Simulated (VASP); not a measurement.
# Be3B2Se (P6/mmm) in VASP: further runs

Runs on Be3B2Se. Level: PBE. Tasks: single point, relaxation of cell and atoms.

Program: VASP 6.6.1. These are calculated values, not measurements. Logs are shortened: lines on timing, memory, paths and dates and some standing lists are left out, and cuts for length are marked.

## 1. The cell of the first run

It takes space group P6/mmm (No. 191, hexagonal). Conventional cell: a = 3.901 Å, b = 3.901 Å, c = 4.944 Å, α = 90.00°, β = 90.00°, γ = 120.00°. Around Be (site symmetry -6m2) lie 6 Be at 2.25 Å and 2 B at 2.47 Å. Around Be (site symmetry 6/mmm) lie 6 Be at 2.25 Å and 2 Se at 2.47 Å. B (site symmetry -6m2) is surrounded by 3 Se at 2.25 Å and 3 B at 2.25 Å and 2 Be at 2.47 Å. Se (site symmetry 6/mmm) is surrounded by 6 B at 2.25 Å and 2 Be at 2.47 Å.

The cell was built by a generator and needn't be a form met in nature.

## 2. Single point, PBE (random cell by space group and Wyckoff sites (P6/mmm, No. 191))

The input, INCAR:

```
PREC = Accurate
ENCUT = 520
EDIFF = 1E-7
ISMEAR = 0
SIGMA = 0.1
LREAL = F
LASPH = T
NELM = 80
ALGO = Normal
ISIF = 2
LWAVE = F
LCHARG = T
GGA = PE
LELF = T
LVHAR = T
NBANDS = 18
```

The input, KPOINTS:

```
Automatic mesh
0
Gamma
  12 12 8
```

The input, POSCAR:

```
Be3B2Se
1.0
    3.9006069985      0.0000000000      0.0000000000
   -1.9503034992      3.3780247509      0.0000000000
    0.0000000000      0.0000000000      4.9437120969
Be B Se
3 2 1
Direct
    0.3333333333      0.6666666667      0.5000000000
    0.6666666667      0.3333333333      0.5000000000
    0.0000000000      0.0000000000      0.5000000000
    0.3333333333      0.6666666667      0.0000000000
    0.6666666667      0.3333333333      0.0000000000
    0.0000000000      0.0000000000      0.0000000000
```

Potentials or basis: VASP PAW PBE potentials, release 64 (Be, B, Se).

Started as:

```bash
cat potpaw_PBE.64/Be/POTCAR potpaw_PBE.64/B/POTCAR potpaw_PBE.64/Se/POTCAR > POTCAR
mpirun -np 1 vasp_std > vasp.out
```

OUTCAR:

```text
PREC = Accurate
   ENCUT = 520
   EDIFF = 1E-7
   ISMEAR = 0
   LREAL = F
   LASPH = T
   NELM = 80
   ISIF = 2
   GGA = PE

 ion  position               nearest neighbor table
   1  0.333  0.667  0.500-   3 2.25   2 2.25   2 2.25   3 2.25   3 2.25   2 2.25
   2  0.667  0.333  0.500-   3 2.25   1 2.25   1 2.25   3 2.25   3 2.25   1 2.25
   3  0.000  0.000  0.500-   1 2.25   2 2.25   1 2.25   2 2.25   2 2.25   1 2.25   6 2.47   6 2.47

   4  0.333  0.667  0.000-   6 2.25   6 2.25   6 2.25
   5  0.667  0.333  0.000-   6 2.25   6 2.25   6 2.25
   6  0.000  0.000  0.000-   4 2.25   5 2.25   4 2.25   5 2.25   5 2.25   4 2.25   3 2.47   3 2.47

  LATTYP: Found a hexagonal cell.
 ALAT       =     3.9006069985
 C/A-ratio  =     1.2674212241

  Lattice vectors:

 A1 = (   3.9006069985,   0.0000000000,   0.0000000000)
 A2 = (  -1.9503034992,   3.3780247509,   0.0000000000)
 A3 = (   0.0000000000,   0.0000000000,   4.9437120969)

Analysis of symmetry for initial positions (statically):
=====================================================================
 Subroutine PRICEL returns:
 Original cell was already a primitive cell.

 Routine SETGRP: Setting up the symmetry group for a
 hexagonal supercell.

 Subroutine GETGRP returns: Found 24 space group operations
 (whereof 24 operations were pure point group operations)
 out of a pool of 24 trial point group operations.

The static configuration has the point symmetry D_6h.

Analysis of symmetry for dynamics (positions and initial velocities):
=====================================================================
 Subroutine PRICEL returns:
 Original cell was already a primitive cell.

 Routine SETGRP: Setting up the symmetry group for a
 hexagonal supercell.

 Subroutine GETGRP returns: Found 24 space group operations
 (whereof 24 operations were pure point group operations)
 out of a pool of 24 trial point group operations.

The dynamic configuration has the point symmetry D_6h.

 Subroutine INISYM returns: Found 24 space group operations
 (whereof 24 operations are pure point group operations),
 and found     1 'primitive' translations

----------------------------------------------------------------------------------------

                                     Primitive cell

  volume of cell :      65.1401

  direct lattice vectors                    reciprocal lattice vectors
     3.900606998  0.000000000  0.000000000     0.256370355  0.148015493  0.000000000
    -1.950303499  3.378024751  0.000000000     0.000000000  0.296030987  0.000000000
     0.000000000  0.000000000  4.943712097     0.000000000  0.000000000  0.202277151

  length of vectors
     3.900606998  3.900606998  4.943712097     0.296030987  0.296030987  0.202277151

  position of ions in fractional coordinates (direct lattice)
     0.333333333  0.666666667  0.500000000
     0.666666667  0.333333333  0.500000000
     0.000000000  0.000000000  0.500000000
     0.333333333  0.666666667  0.000000000
     0.666666667  0.333333333  0.000000000
     0.000000000  0.000000000  0.000000000

  ion indices of the primitive-cell ions
   primitive index   ion index
                 1           1
                 2           2
                 3           3
                 4           4
                 5           5
                 6           6

----------------------------------------------------------------------------------------

 KPOINTS: Automatic mesh

Automatic generation of k-mesh.
 Grid dimensions read from file:
 generate k-points for:   12   12    8

 Generating k-lattice:

  Cartesian coordinates                     Fractional coordinates (reciprocal lattice)
     0.021364196  0.012334624  0.000000000     0.083333333 -0.000000000  0.000000000
     0.000000000  0.024669249  0.000000000     0.000000000  0.083333333  0.000000000
     0.000000000  0.000000000  0.025284644     0.000000000  0.000000000  0.125000000

  Length of vectors
     0.024669249  0.024669249  0.025284644

  Shift w.r.t. Gamma in fractional coordinates (k-lattice)
     0.000000000  0.000000000  0.000000000

 Subroutine IBZKPT returns following result:
 ===========================================

 Found     95 irreducible k-points:

 Following reciprocal coordinates:
            Coordinates               Weight
  0.000000  0.000000  0.000000      1.000000
  0.083333 -0.000000  0.000000      6.000000
  0.166667 -0.000000  0.000000      6.000000
  0.250000 -0.000000  0.000000      6.000000
  0.333333 -0.000000  0.000000      6.000000
  0.416667 -0.000000  0.000000      6.000000
[... 16 lines left out ...]
  0.250000 -0.000000  0.125000     12.000000
  0.333333 -0.000000  0.125000     12.000000
 [... further k-points ...]
   k-points           NKPTS =     95   k-points in BZ     NKDIM =     95   number of bands    NBANDS=     18
   number of dos      NEDOS =    301   number of ions     NIONS =      6
   total plane-waves  NPLWV =  36000
   dimension x,y,z NGX =    30 NGY =   30 NGZ =   40
   dimension x,y,z NGXF=    60 NGYF=   60 NGZF=   80
   ions per type =               3   2   1
   NGX,Y,Z   is equivalent  to a cutoff of  12.79, 12.79, 13.45 a.u.
   NGXF,Y,Z  is equivalent  to a cutoff of  25.57, 25.57, 26.90 a.u.
 SYSTEM =  unknown system
   PREC   = accura    normal or accurate (medium, high low for compatibility)
   ISTART =      0    job   : 0-new  1-cont  2-samecut
   ICHARG =      2    charge: 1-file 2-atom 10-const
   ISPIN  =      1    spin polarized calculation?
   LNONCOLLINEAR =      F non collinear calculations
   LSORBIT =      F    spin-orbit coupling
   LASPH  =      T    aspherical Exc in radial PAW
   ENCUT  =  520.0 eV  38.22 Ry    6.18 a.u.   7.25  7.25  9.19*2*pi/ulx,y,z
   NELM   =     80;   NELMIN=  2; NELMDL= -5     # of ELM steps
   EDIFF  = 0.1E-06   stopping-criterion for ELM
   LREAL  =      F    real-space projection
   EDIFFG = 0.1E-05   stopping-criterion for IOM
   NSW    =      0    number of steps for IOM
   IBRION =     -1    ionic relax: 0-MD 1-quasi-New 2-CG
   NFREE  =      0    steps in history (QN), initial steepest desc. (CG)
   ISIF   =      2    stress and relaxation
   ISYM   =      2    0-nonsym 1-usesym 2-fastsym
   POTIM  = 0.5000    time-step for ionic-motion
   TEBEG  =    0.0;   TEEND  =   0.0 temperature during run
   PSTRESS=    0.0 pullay stress
   NELECT =      18.0000    total number of electrons
   NUPDOWN=      -1.0000    fix difference up-down
   EMIN   =  10.00;   EMAX   =-10.00  energy-range for DOS
   EFERMI =   0.00;   METHOD = LEGACY
   ISMEAR =     0;   SIGMA  =   0.10  broadening in eV -4-tet -1-fermi 0-gaus
   EFERMI_NEDOS =   21; number of points for ismear=-14 and -15
   IALGO  =     38    algorithm
   IMIX   =      4    mixing-type and parameters
     AMIX     =   0.40;   BMIX     =  1.00
     AMIX_MAG =   1.60;   BMIX_MAG =  1.00
  volume/ion in A,a.u.               =      10.86        73.26
  Fermi-wavevector in a.u.,A,eV,Ry     =   1.066309  2.015031 15.470017  1.137014
  Thomas-Fermi vector in A             =   2.201889
   LORBIT       =      0    0 simple, 1 ext, 2 COOP (PROOUT), +10 PAW based schemes
   GGA     = PE    functional components
   LHFCALC =     F    Hartree Fock is set to
   AEXX    =    0.0000 exact exchange contribution
   IVDW    =     0    specifies the selected vdW correction
   LEPSILON=     F    determine dielectric tensor
   LRPA    =     F    only Hartree local field effects (RPA)
 non-spin polarized calculation
 Gauss-broadening in eV      SIGMA  =   0.10
  energy-cutoff  :      520.00
  volume of cell :       65.14
 maximum number of plane-waves:      1773
 NGX is ok and might be reduce to    30
   NGX = 15   NGY = 15   NGZ = 19

 number of electron      17.9999999 magnetization

 Free energy of the ion-electron system (eV)
  ---------------------------------------------------
  ext. energy  EPLUGINS =         0.00000000
  ---------------------------------------------------
  free energy    TOTEN  =       -20.84866356 eV

  energy without entropy =      -20.84134868  energy(sigma->0) =      -20.84500612

 E-fermi :   5.6375     XC(G=0): -10.5787

 val. band max:        5.6017776137   @ k =   0.2500   0.1667   0.5000
 cond. band min:       5.6387326105   @ k =   0.3333   0.1667   0.1250
 fundamental gap:      0.0369549968
 Fermi energy:         5.6374835827

 k-point     1 :       0.0000    0.0000    0.0000
  band No.  band energies     occupation
      1     -10.9143      2.00000
      2      -1.4511      2.00000
      3      -0.5353      2.00000
      4       0.6099      2.00000
      5       0.6099      2.00000
      6       1.5567      2.00000
[... 10 lines left out ...]
     17      14.2180      0.00000
     18      14.2605      0.00000

 k-point     2 :       0.0833   -0.0000    0.0000
  band No.  band energies     occupation
      1     -10.8551      2.00000
      2      -1.3706      2.00000
      3      -0.9186      2.00000
      4       0.0735      2.00000
      5       0.2535      2.00000
      6       1.9515      2.00000
[... 10 lines left out ...]
     17      13.7585      0.00000
     18      14.0751      0.00000

 k-point     3 :       0.1667   -0.0000    0.0000
  band No.  band energies     occupation
      1     -10.6828      2.00000
      2      -2.0865      2.00000
      3      -1.1313      2.00000
      4      -0.3605      2.00000
      5       0.0555      2.00000
      6       1.6798      2.00000
[... 412 lines left out ...]
 k-point    23 :       0.2500   -0.0000    0.1250
  band No.  band energies     occupation
      1     -10.4082      2.00000
      2      -3.2805      2.00000
      3      -1.2723      2.00000
      4      -0.8910      2.00000
      5       0.8212      2.00000
      6       1.5403      2.00000
[... 10 lines left out ...]
     17      12.8611      0.00000
     18      14.4542      0.00000

 k-point    24 :       0.3333   -0.0000    0.1250
  band No.  band energies     occupation
      1     -10.0889      2.00000
      2      -4.3056      2.00000
      3      -1.3013      2.00000
      4      -0.7850      2.00000
      5       0.7494      2.00000
      6       1.7087      2.00000
[... 10 lines left out ...]
     17      13.1884      0.00000
     18      13.3318      0.00000

 [... further k-points ...]

------------------------ aborting loop because EDIFF is reached ----------------------------------------

  FORCE on cell =-STRESS in cart. coord.  units (eV):
  Direction    XX          YY          ZZ          XY          YZ          ZX
  --------------------------------------------------------------------------------------
  -------------------------------------------------------------------------------------
  Total        0.0580947      0.0580947      0.0119946      0.0000000     -0.0000000     -0.0000000
  in kB        1.4288912      1.4288912      0.2950172      0.0000000     -0.0000000     -0.0000000
  external PRESSURE =       1.0509332 kB  Pullay stress =       0.0000000 kB

 VOLUME and BASIS-vectors are now :
 -----------------------------------------------------------------------------
  energy-cutoff  :      520.00
  volume of cell :       65.14
      direct lattice vectors                 reciprocal lattice vectors
     3.900606998  0.000000000  0.000000000     0.256370355  0.148015493  0.000000000
    -1.950303499  3.378024751  0.000000000     0.000000000  0.296030987  0.000000000
     0.000000000  0.000000000  4.943712097     0.000000000  0.000000000  0.202277151

 POSITION                                       TOTAL-FORCE (eV/Angst)
 -----------------------------------------------------------------------------------
     -0.00000      2.25202      2.47186        -0.000000      0.000000      0.000000
      1.95030      1.12601      2.47186        -0.000000     -0.000000     -0.000000
      0.00000      0.00000      2.47186        -0.000000      0.000000      0.000000
     -0.00000      2.25202      0.00000         0.000000     -0.000000      0.000000
      1.95030      1.12601      0.00000        -0.000000      0.000000      0.000000
      0.00000      0.00000      0.00000        -0.000000      0.000000      0.000000
 -----------------------------------------------------------------------------------
    total drift:                               -0.000000      0.000000      0.000000

  FREE ENERGIE OF THE ION-ELECTRON SYSTEM (eV)
  ---------------------------------------------------
  free  energy   TOTEN  =       -20.8486635580 eV

  energy  without entropy=      -20.8413486788  energy(sigma->0) =      -20.84500612
```

It took 60 s on 1 thread of AMD EPYC 9R45 (Zen 5), shared host; peak memory 0.22 GiB.

What came out:

```
Free energy            : -20.8487 eV
Pressure               : 0.1 GPa
Band gap on the k mesh : none (metal or under the smearing width)
```

Stress tensor (GPa, compression positive):
```
0.14 0.00 0.00
0.00 0.14 0.00
0.00 0.00 0.03
```

## 3. Relaxation of cell and atoms, PBE (random cell by space group and Wyckoff sites (P6/mmm, No. 191))

The input, INCAR:

```
PREC = Accurate ; ENCUT = 600
EDIFF = 1E-6 ; ISMEAR = 0
SIGMA = 0.1 ; LREAL = F
LASPH = T ; NELM = 80
ALGO = Fast ; ISIF = 3
LWAVE = F ; LCHARG = F
GGA = PE ; IBRION = 2
NSW = 100 ; EDIFFG = -0.01
```

The input, KPOINTS:

```
regular mesh
0
Gamma
  12 12 8
```

Changes to POSCAR since step 2:

```diff
@@ -2,5 +2,5 @@
 1.0
-    3.9006069985      0.0000000000      0.0000000000
-   -1.9503034992      3.3780247509      0.0000000000
-    0.0000000000      0.0000000000      4.9437120969
+    3.8530208633      0.0000000000      0.0000000000
+   -1.9265104316      3.3368139489      0.0000000000
+    0.0000000000      0.0000000000      5.1253644222
 Be B Se
```

Potentials or basis: VASP PAW PBE potentials, release 64 (Be, B, Se).

Started as:

```bash
cat potpaw_PBE.64/Be/POTCAR potpaw_PBE.64/B/POTCAR potpaw_PBE.64/Se/POTCAR > POTCAR
mpirun -np 1 vasp_std > vasp.out
```

Run time: 3.6 min. Hardware: 1 thread of AMD EPYC 9R45 (Zen 5), shared host; peak memory 0.26 GiB.

Results (log left out):

```
Free energy                            : -20.8498 eV
Relaxed volume                         : 10.86 Å³/atom
Relaxed cell                           : a = 3.901 Å, b = 3.901 Å, c = 4.945 Å, α = 90.00°, β = 90.00°, γ = 120.00°
Space group after relaxing (to 0.05 Å) : P6/mmm (No. 191)
Energy gained by relaxing              : 4.5 meV/atom
Ionic steps                            : 8
Pressure after relaxing                : 0.1 GPa
Band gap on the k mesh                 : none (metal or under the smearing width)
```

The path:
```tsv
step	energy change (eV)	largest force (eV/Å)	pressure (GPa)	volume (Å³)
1	0.0000	0.0000	0.80	65.90
2	-0.0122	0.0000	-0.29	66.42
3	-0.0152	0.0000	-1.64	67.03
4	-0.0157	0.0000	-1.20	66.84
5	-0.0229	0.0000	-0.79	66.17
6	-0.0269	0.0000	-0.09	65.22
7	-0.0269	0.0000	-0.12	65.25
8	-0.0269	0.0000	0.06	65.17
```

Final structure:
```
CELL_PARAMETERS angstrom
3.90128 0.00000 0.00000
-1.95064 3.37861 0.00000
0.00000 0.00000 4.94458
ATOMIC_POSITIONS crystal
Be 0.33333 0.66667 0.50000
Be 0.66667 0.33333 0.50000
Be 0.00000 0.00000 0.50000
B 0.33333 0.66667 0.00000
B 0.66667 0.33333 0.00000
Se 0.00000 0.00000 0.00000
```

Levels at points of the mesh, in eV from the Fermi level:
```csv
k point,band 7,band 8,band 9,band 10,band 11,band 12
"(0.00, 0.00, 0.00)",-2.98,-2.98,-0.63,1.00,2.27,2.27
"(0.50, 0.00, 0.00)",-3.39,-2.99,-0.80,0.47,3.68,4.36
"(0.00, 0.00, 0.50)",-2.80,-1.18,-0.68,0.35,1.44,1.44
"(0.50, 0.00, 0.50)",-1.61,-0.63,1.17,1.73,2.28,2.67
```

## 4. Single point, PBE (random cell by space group and Wyckoff sites (P6/mmm, No. 191))

The input, INCAR:

```
SYSTEM = Be3B2Se
PREC     = Accurate       ! precision mode
ENCUT    = 520            ! plane-wave cutoff, eV
EDIFF    = 1E-6           ! SCF threshold, eV
ISMEAR   = 0              ! smearing method
SIGMA    = 0.1            ! smearing width, eV
LREAL    = .FALSE.        ! projectors in reciprocal space
LASPH    = .TRUE.         ! aspherical terms in the spheres
NELM     = 100            ! most SCF steps
ALGO     = Normal         ! electronic algorithm
ISIF     = 2              ! what is computed and relaxed
LWAVE    = .FALSE.        ! write WAVECAR
LCHARG   = .FALSE.        ! write CHGCAR
GGA      = PE             ! functional
NBANDS   = 18             ! bands
```

The input, KPOINTS:

```
Automatic mesh
0
G
  6 6 4
  0 0 0
```

The input, POSCAR:

```
Be3B2Se
1.0
    3.7932465200      0.0000000000      0.0000000000
   -1.8966232600      3.2850478500      0.0000000000
    0.0000000000      0.0000000000      5.3734472300
Be B Se
3 2 1
Direct
    0.3333333300      0.6666666700      0.5000000000
    0.6666666700      0.3333333300      0.5000000000
    0.0000000000      0.0000000000      0.5000000000
    0.3333333300      0.6666666700      0.0000000000
    0.6666666700      0.3333333300      0.0000000000
    0.0000000000      0.0000000000      0.0000000000
```

Started as:

```bash
cat potpaw_PBE.64/Be/POTCAR potpaw_PBE.64/B/POTCAR potpaw_PBE.64/Se/POTCAR > POTCAR
mpirun -np 1 vasp_std > vasp.out
```

Run time: 15 s. Hardware: 1 thread of AMD EPYC 9R45 (Zen 5), shared host; peak memory 0.15 GiB.

Results (log left out):

```yaml
Free_energy: -20.7987 eV
Pressure: 1.8 GPa
Band_gap_on_the_k_mesh: none (metal or under the smearing width)
```

Stress tensor (GPa, compression positive):
```
 4.57  0.00  0.00
 0.00  4.57  0.00
 0.00  0.00 -3.68
```

Levels at points of the mesh, in eV from the Fermi level:
| k point | band 5 | band 6 | band 7 | band 8 | band 9 | band 10 | band 11 | band 12 | band 13 | band 14 |
| --- | --- | --- | --- | --- | --- | --- | --- | --- | --- | --- |
| (0.00, 0.00, 0.00) | -5.23 | -3.75 | -3.23 | -3.23 | -0.01 | 1.80 | 2.22 | 2.22 | 2.34 | 2.34 |
| (0.50, 0.00, 0.00) | -4.76 | -3.93 | -3.92 | -2.90 | -1.08 | 1.04 | 4.14 | 4.87 | 4.92 | 5.10 |
| (0.00, 0.00, 0.50) | -4.01 | -3.17 | -3.17 | -2.66 | -0.76 | -0.04 | 1.81 | 1.81 | 1.98 | 1.98 |
| (0.50, 0.00, 0.50) | -5.33 | -4.79 | -1.48 | -1.06 | 0.53 | 1.05 | 1.83 | 2.27 | 4.76 | 4.89 |

## 5. The runs side by side

| task | cell | k mesh | cutoff (eV) | gap on the mesh (eV) | pressure (GPa) |
| --- | --- | --- | --- | --- | --- |
| single point | random cell by space group and Wyckoff sites (P6/mmm, No. 191) | 12 × 12 × 8 | 520 | none | 0.1 |
| relaxation of cell and atoms | relaxed from: random cell by space group and Wyckoff sites (P6/mmm, No. 191) | 12 × 12 × 8 | 600 | none | 0.1 |
| single point | random cell by space group and Wyckoff sites (P6/mmm, No. 191) | 6 × 6 × 4 | 520 | none | 1.8 |

Alike in all rows: level PBE; potentials or basis VASP PAW PBE potentials, release 64 (Be, B, Se); no spin polarisation; smearing gaussian 0.1 eV.

Total energies depend on the potentials used, so only differences within one code and one set of settings carry meaning.
